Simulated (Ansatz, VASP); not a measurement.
# CuF (wurtzite type (invented)): VASP beside Ansatz, part 2 of 2

Wanted: the spread between two codes on one cell, functional and k mesh. The cell is generated by rule, not measured, and may not be a known phase. Of the first pair: The cell is taken from a series of runs on this material, whose earlier steps may have relaxed, scaled, displaced or heated it; both programs get it as it stands.

VASP 6.6.1 and Ansatz 0.2.0.

So far: Starting point; VASP: relaxation of cell and atoms, PBE, pair 1; Ansatz: relaxation of cell and atoms, PBE, pair 1; Comparison.

### Step 5. VASP: relaxation of cell and atoms, PBE, pair 2

Level of this step: PBE, no spin polarisation; plane waves and PAW (Cu, F); invented cell (VASP).

The relaxed volume is the usual yardstick between codes: in a stiff, nearly cubic crystal its relative difference is about their pressure difference at one cell divided by the bulk modulus. Its start cell is another than that of the pair before, and may be another structure of the material.

Contents of INCAR:

```
SYSTEM = CuF
PREC = Accurate
ENCUT = 600
EDIFF = 1E-07
NELM = 120
ISMEAR = 0
SIGMA = 0.1
LREAL = .FALSE.
ALGO = Normal
GGA = PE
NBANDS = 24
LASPH = .TRUE.
LORBIT = 11
LWAVE = .FALSE.
LCHARG = .FALSE.
ISIF = 3
IBRION = 2
NSW = 80
EDIFFG = -0.005
GGA_COMPAT = .FALSE.
NELMIN = 4
KPAR = 2
```

Contents of POSCAR:

```
CuF
1.0
    2.8857778730      0.0000000650      0.0000000000
   -1.4428893278      2.4991569126      0.0000000000
    0.0000000000      0.0000000000      6.7060051322
Cu F
2 2
Direct
    0.3333333770      0.6666665473      0.0442518055
    0.6666666230      0.3333334527      0.5442518055
    0.3333333770      0.6666665473      0.3307482895
    0.6666666230      0.3333334527      0.8307482895
```

Contents of KPOINTS:

```
Automatic mesh
0
Gamma
9 9 4
0 0 0
```

The projector-augmented-wave data sets are Cu and F (PBE family, release 64).

On the command line:

```sh
mpirun -np 2 vasp_std
```

Numbers of over 12 decimals in the logs are rounded to 6 here.

What it wrote:

```text
[... set-up lines as in an earlier step ...]
 entering main loop
       N       E                     dE             d eps       ncg     rms          rms(c)
DAV:   1     0.369855093618E+03    0.36986E+03   -0.19743E+04  1768   0.260E+03
DAV:   2     0.331721240368E+02   -0.33668E+03   -0.31838E+03  1744   0.457E+02
DAV:   3    -0.155012874788E+02   -0.48673E+02   -0.47229E+02  2272   0.195E+02
DAV:   4    -0.168206206455E+02   -0.13193E+01   -0.13165E+01  2072   0.335E+01
[...]
DAV:  12    -0.147162499421E+02    0.98008E-05   -0.17153E-04  2272   0.141E-01    0.763E-03
DAV:  13    -0.147162507088E+02   -0.76667E-06   -0.14809E-05  2120   0.349E-02    0.358E-03
DAV:  14    -0.147162506783E+02    0.30451E-07   -0.58438E-07  2024   0.877E-03
   1 F= -.14716251E+02 E0= -.14715847E+02  d E =-.147163E+02
[... from here on, the cycles between the ionic steps are left out ...]
   2 F= -.14721290E+02 E0= -.14720796E+02  d E =-.503889E-02
   3 F= -.14722059E+02 E0= -.14721591E+02  d E =-.580869E-02
   4 F= -.14723362E+02 E0= -.14722900E+02  d E =-.130214E-02
   5 F= -.14724470E+02 E0= -.14724021E+02  d E =-.241018E-02
   6 F= -.14725077E+02 E0= -.14724619E+02  d E =-.607926E-03
   7 F= -.14725124E+02 E0= -.14724662E+02  d E =-.654677E-03
[...]
reached required accuracy - stopping structural energy minimisation
```

Parts of OUTCAR (step 5):

```text
  Total        0.0063401      0.0063401     -0.0011135     -0.0000000      0.0000000      0.0000000
  in kB        0.2105196      0.2105196     -0.0369740     -0.0000000      0.0000000      0.0000000
  external PRESSURE =       0.1280217 kB  Pullay stress =       0.0000000 kB

 POSITION                                       TOTAL-FORCE (eV/Angst)
 -----------------------------------------------------------------------------------
      0.00000      1.65071      0.31138        -0.000000      0.000000      0.000044
      1.42956      0.82536      3.71932         0.000000     -0.000000      0.000044
      0.00000      1.65071      2.24458         0.000000      0.000000     -0.000044
      1.42956      0.82536      5.65253         0.000000     -0.000000     -0.000044
 -----------------------------------------------------------------------------------
    total drift:                                0.000066     -0.000289     -0.000555

  FREE ENERGIE OF THE ION-ELECTRON SYSTEM (eV)
  ---------------------------------------------------
  free  energy   TOTEN  =       -14.7251242250 eV

  energy  without entropy=      -14.7241992549  energy(sigma->0) =      -14.72466174

[... 1 part as in an earlier step ...]

[... 3 further parts left out ...]
[key lines of the parts left out:]
E-fermi :   3.4281
```

### Step 6. Ansatz: relaxation of cell and atoms, PBE, pair 2

Its own start cell and the same functional, mesh and smearing now go to Ansatz, which takes its cutoff from its data sets.

The two relaxations start from unlike cells of this crystal, so only their ends are compared.

Contents of input.yaml:

```yaml
crystal:
  lattice:
    - [3.223529, 0.0, 0.0]
    - [-1.611765, 2.791658, 0.0]
    - [0.0, 0.0, 5.26402]
  atoms:
    - { symbol: Cu, position: [0.333333, 0.666667, 0.0] }
    - { symbol: Cu, position: [0.666667, 0.333333, 0.5] }
    - { symbol: F, position: [0.333333, 0.666667, 0.375] }
    - { symbol: F, position: [0.666667, 0.333333, 0.875] }
kpoints:
  mp_grid: { grid: [9, 9, 4] }
hamiltonian:
  xc: pbe
scf:
  occupations: { method: gaussian, width: 0.1 }
output:
  forces: true
  stress: true
  eigenvalues: true
relax:
  adjacent_minimum: "off"
  f_tol: 0.05
  max_steps: 80
  cell: { stress_tol: 0.5 }
```

On the command line:

```sh
ansatz run input.yaml --threads 2 --pin off --max-ram 5120MiB --backend cpu --events-out ev --progress --plain --runs-dir out
```

What it wrote:

```text
[...]
cell:  # Å, volume = 48.3951 Å³
    - [2.864818, 2.565516770650887e-7, 4.204978095938999e-17]
    - [-1.432409, 2.481005, -2.640732715706602e-17]
    - [6.866725599420881e-17, -1.0149250779334367e-17, 6.808898]
  atoms:
    - { symbol: Cu, position: [0.333333, 0.666667, 0.046017] }
    - { symbol: Cu, position: [0.666667, 0.333333, 0.546017] }
    - { symbol: F, position: [0.333333, 0.666667, 0.328983] }
    - { symbol: F, position: [0.666667, 0.333333, 0.828983] }
[key lines of the parts left out:]
SCF converged after 5 iterations
Free energy (F): -14865.076327 eV
Fermi energy:    8.921994 eV
P = ⅓ Tr σ = -0.0442 GPa (-0.442 kbar)
```

### Step 7. Comparison

What differs besides the data sets and the points named for the pairs above, as far as they apply: the data sets hold 52 valence electrons in Ansatz (on its default PAW (the set named soft_2) files) and 36 in VASP. Total energies have different zeros and are not compared.

Both answers:

| quantity | Ansatz | VASP | difference |
| --- | --- | --- | --- |
| volume (Å³) | 48.40 | 48.25 | +0.30 % |
| edge a after relaxation, in the typed setting (Å) | 2.865 | 2.859 | +0.20 % |
| edge c after relaxation, in the typed setting (Å) | 6.809 | 6.816 | -0.10 % |

Our record labels this cell a metal in Ansatz alone; each run is judged by its own test, so with a small gap or wide smearing the label says little about the levels.

### Step 8. Summary of results

```
difference in volume (relaxation of cell and atoms, PBE, pair 1) : 0.074 %
difference in volume (relaxation of cell and atoms, PBE, pair 2) : 0.30 %
```

What this shows: The difference in volume is 0.30 % (relaxation of cell and atoms, PBE, pair 2), within the 1.2 % picked in this series as the mark of a large difference, as far as the stopping tolerances let one tell. The data sets hold unlike numbers of valence electrons (52 in Ansatz and 36 in VASP), so part of the differences comes from the potentials. Such differences can come from data sets, numerical settings and the points named under the comparisons, not from the functional's error against experiment.

[Lines on the potential files, build, host, timing and source positions are cut from VASP's logs without a mark.]

[Logs are printed without paths, hosts, clocks, repeated set-up lines and the standing remarks that a program may print on its own settings, such as how far it seeks lower states.]

[Hosts, paths, dates, database ids (printed as entryN), source tags and the programs' standing remarks are cut or masked in the printed files.]
